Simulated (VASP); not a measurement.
The system is ZnRe2.

```
CELL_PARAMETERS angstrom
0.00000 2.87661 2.87661
2.87661 0.00000 2.87661
2.87661 2.87661 0.00000
ATOMIC_POSITIONS crystal
Zn 0.00000 0.00000 0.00000
Re 0.75000 0.75000 0.75000
Re 0.25000 0.25000 0.25000
```

The cell was built by a generator and needn't be a form met in nature.

```yaml
Program: VASP 6.6.1
Task: relaxation of cell and atoms
Functional: revTPSS
Potentials_or_basis: VASP PAW PBE potentials, release 64 (Zn, Re)
Cutoff: 600 eV
k_mesh: 8 × 8 × 8
Occupations: methfessel-paxton, width 0.1 eV
Spin: no spin polarisation
```

At the start: pressure -4.7 GPa; volume 15.87 Å³/atom.

**Question.** Where does the relaxation end?

**Answer.** Over 3 steps the energy falls by 4.7 meV/atom and the volume is 15.56 Å³/atom (-1.9 %); space group Fm-3m (No. 225, to 0.05 Å).

Step by step:
| step | energy change (eV) | largest force (eV/Å) | pressure (GPa) | volume (Å³) |
| --- | --- | --- | --- | --- |
| 1 | 0.0000 | 0.0000 | -4.66 | 47.61 |
| 2 | 0.0714 | 0.0000 | 13.12 | 44.50 |
| 3 | -0.0140 | 0.0000 | -0.07 | 46.69 |

Final structure:
```cif
data_structure
_symmetry_space_group_name_H-M 'P 1'
_symmetry_Int_Tables_number 1
_cell_length_a 4.0419
_cell_length_b 4.0419
_cell_length_c 4.0419
_cell_angle_alpha 60.000
_cell_angle_beta 60.000
_cell_angle_gamma 60.000
_cell_volume 46.69
loop_
_atom_site_label
_atom_site_type_symbol
_atom_site_fract_x
_atom_site_fract_y
_atom_site_fract_z
_atom_site_occupancy
Zn1 Zn 0.00000 0.00000 0.00000 1
Re1 Re 0.75000 0.75000 0.75000 1
Re2 Re 0.25000 0.25000 0.25000 1
```

Caveat: the PAW data sets were made with another functional, which shifts forces and pressure a little.
